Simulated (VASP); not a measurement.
Data:

```
PtSe2
1.0
    3.61926     0.00000     0.00000
   -1.80963     3.13437     0.00000
    0.00000     0.00000    16.98204
Pt Se
1 2
Direct
  0.00000   0.00000   0.50000
  0.33333   0.66667   0.58780
  0.66667   0.33333   0.41220
```

Calculation: PBE GGA, VASP's PBE PAW potentials (set 64) (plane waves; VASP 6.6.1). Numerical set-up: 300 eV cut-off, 9×9×1 Γ-centred mesh, Gaussian smearing of 0.14 eV, potentials Pt Se.

The cell holds a wide vacuum, so values per volume refer to the whole cell.

Task: Predict the energy per atom (σ→0), largest force.

Result: 
| Quantity | Value |
|---|---|
| energy per atom (σ→0) | -4.695 eV/atom |
| largest force | 1.165 eV/Å |

The cell is a sheet with vacuum, built from a generated structure.
